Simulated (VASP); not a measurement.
These are PBEsol GGA, VASP's PBE PAW potentials (set 64) (plane waves; VASP) values and carry that method's errors.

Input for VASP

POSCAR:
```
GdPd
5.2249950
  0.3571013961  -0.9999999337   0.0000000000
  0.3571013961   0.9999999337   0.0000000000
  0.0000000000   0.0000000000   0.8584027973
Gd Pd
2 2
direct
  0.8623970348   0.1376029652   0.2500000000
  0.1376029652   0.8623970348   0.7500000000
  0.5855009403   0.4144990597   0.2500000000
  0.4144990597   0.5855009403   0.7500000000
```

INCAR:
```
SYSTEM=GdPd
PREC=Accurate; ENCUT=400; LREAL=.False.
LASPH=.True.
EDIFF=1E-7; NELM=100; ALGO=Normal
LMAXMIX=6
ISMEAR=-5
GGA=PS
ISIF=2
LWAVE=.False.; LCHARG=.True.; LORBIT=11
NEDOS=601
LEFG=.True.
```

File KPOINTS:
```
kpoints
0
G
 10 10 8
```

POTCAR, in this order: Gd_3 Pd (PBE.64 set). Program: vasp_std.

Output of the run:

### OSZICAR
```
       N       E                     dE             d eps       ncg     rms          rms(c)
DAV:   1     0.166623194772E+03    0.16662E+03   -0.16026E+04  7138   0.127E+03
DAV:   2    -0.173163292574E+02   -0.18394E+03   -0.17907E+03  7956   0.324E+02
DAV:   3    -0.261331353280E+02   -0.88168E+01   -0.86479E+01  9607   0.543E+01
DAV:   4    -0.262757974097E+02   -0.14266E+00   -0.14197E+00  8173   0.757E+00
DAV:   5    -0.262796990501E+02   -0.39016E-02   -0.38720E-02  9819   0.120E+00    0.384E+01
DAV:   6    -0.258218132435E+02    0.45789E+00   -0.81093E+00  7695   0.178E+01    0.185E+01
DAV:   7    -0.258293953389E+02   -0.75821E-02   -0.61114E+00  7950   0.152E+01    0.123E+01
DAV:   8    -0.254805377179E+02    0.34886E+00   -0.19170E+00  7825   0.908E+00    0.151E+00
DAV:   9    -0.254867487591E+02   -0.62110E-02   -0.69977E-02  8919   0.153E+00    0.860E-01
DAV:  10    -0.254857768874E+02    0.97187E-03   -0.60975E-03  8202   0.577E-01    0.261E-01
DAV:  11    -0.254858189421E+02   -0.42055E-04   -0.19090E-04  9240   0.971E-02    0.328E-02
DAV:  12    -0.254857948594E+02    0.24083E-04   -0.12872E-04  8575   0.738E-02    0.176E-02
DAV:  13    -0.254857954013E+02   -0.54194E-06   -0.93160E-06  8498   0.221E-02    0.415E-03
DAV:  14    -0.254857953489E+02    0.52433E-07   -0.28182E-07  7684   0.310E-03
   1 F= -.25485795E+02 E0= -.25485795E+02  d E =0.000000E+00
```

**OUTCAR**
```
------------------------ aborting loop because EDIFF is reached ----------------------------------------
  FORCE on cell =-STRESS in cart. coord.  units (eV):
  Direction    XX          YY          ZZ          XY          YZ          ZX
  --------------------------------------------------------------------------------------
  Total       -0.3213039      0.0302596      0.2796076      0.0000000      0.0000000      0.0000000
  in kB       -5.8864893      0.5543749      5.1225859      0.0000000      0.0000000      0.0000000
  external PRESSURE =      -0.0698429 kB  Pullay stress =       0.0000000 kB
  volume of cell :       87.45
      direct lattice vectors                 reciprocal lattice vectors
     1.865853009 -5.224994653  0.000000000     0.267973949 -0.095693878  0.000000000
     1.865853009  5.224994653  0.000000000     0.267973949  0.095693878  0.000000000
     0.000000000  0.000000000  4.485150324     0.000000000  0.000000000  0.222957967
 POSITION                                       TOTAL-FORCE (eV/Angst)
 -----------------------------------------------------------------------------------
      1.86585     -3.78705      1.12129         0.000000      0.023747     -0.000000
      1.86585      3.78705      3.36386         0.000000     -0.023747     -0.000000
      1.86585     -0.89348      1.12129         0.000000     -0.004634      0.000000
      1.86585      0.89348      3.36386         0.000000      0.004634      0.000000
 -----------------------------------------------------------------------------------
    total drift:                               -0.000000     -0.000000      0.000000
  FREE ENERGIE OF THE ION-ELECTRON SYSTEM (eV)
  ---------------------------------------------------
  free  energy   TOTEN  =       -25.4857953489 eV

  energy  without entropy=      -25.4857953489  energy(sigma->0) =      -25.48579535

 total charge

# of ion       s       p       d       tot
------------------------------------------
    1        0.340   6.409   1.152   7.901
    2        0.340   6.409   1.152   7.901
    3        0.643   0.363   8.540   9.546
    4        0.643   0.363   8.540   9.546
--------------------------------------------------
tot          1.966  13.545  19.384  34.895

 Electric field gradients after diagonalization (V/A^2)
 (convention: |V_zz| > |V_xx| > |V_yy|)
----------------------------------------------------------------------
 ion       V_xx      V_yy      V_zz     asymmetry (V_yy - V_xx)/ V_zz
----------------------------------------------------------------------
   1      18.197     4.772   -22.969       0.585
   2      18.197     4.772   -22.969       0.585
   3      51.442    13.721   -65.163       0.579
   4      51.442    13.721   -65.163       0.579
```
(Selected blocks of OUTCAR.)

### OUTCAR
```
 val. band max:        6.1232483826   @ k =  -0.3000   0.1000   0.5000

 cond. band min:       6.0186670093   @ k =   0.2000   0.0000   0.0000


 Fermi energy:         6.0476840643

 k-point     1 :       0.0000    0.0000    0.0000
  band No.  band energies     occupation
      1     -15.9578      2.00000
      2     -15.8272      2.00000
      3     -15.6041      2.00000
      4     -15.5469      2.00000
      5     -15.5456      2.00000
      6     -15.5352      2.00000
      7      -0.0928      2.00000
      8       1.4852      2.00000
      9       1.6330      2.00000
     10       1.8338      2.00000
     11       2.0507      2.00000
     12       2.1922      2.00000
     13       2.7638      2.00000
     14       3.0034      2.00000
     15       3.2938      2.00000
     16       3.3488      2.00000
     17       3.7898      2.00000
     18       4.3016      2.00000
     19       7.1062      0.00000
     20       7.2831      0.00000
     21       7.4620      0.00000
     22       8.1112      0.00000
     23       8.6162      0.00000

 k-point     2 :       0.1000    0.0000    0.0000
  band No.  band energies     occupation
      1     -15.9506      2.00000
      2     -15.8209      2.00000
      3     -15.6424      2.00000
      4     -15.5678      2.00000
      5     -15.5500      2.00000
      6     -15.5423      2.00000
      7       0.0900      2.00000
      8       1.5663      2.00000
      9       1.6485      2.00000
     10       1.8979      2.00000
     11       2.1450      2.00000
     12       2.2238      2.00000
     13       2.7157      2.00000
     14       3.0143      2.00000
     15       3.2965      2.00000
     16       3.3329      2.00000
     17       3.7649      2.00000
     18       4.3515      2.00000
     19       6.6794     -0.13011
     20       7.1387      0.00000
     21       7.5102      0.00000
     22       8.0650      0.00000
     23       8.3647      0.00000

 k-point     3 :       0.2000    0.0000    0.0000
...
```

The 4f electrons are frozen in the core of the lanthanide potential, so 4f levels, which can set the real gap, and their magnetism are missing. For a metal the tetrahedron method with Blöchl corrections gives inexact stress and forces.

The structure comes from a measured GdPd entry (Cmcm) of the Crystallography Open Database, whose conditions weren't checked. It was relaxed first.
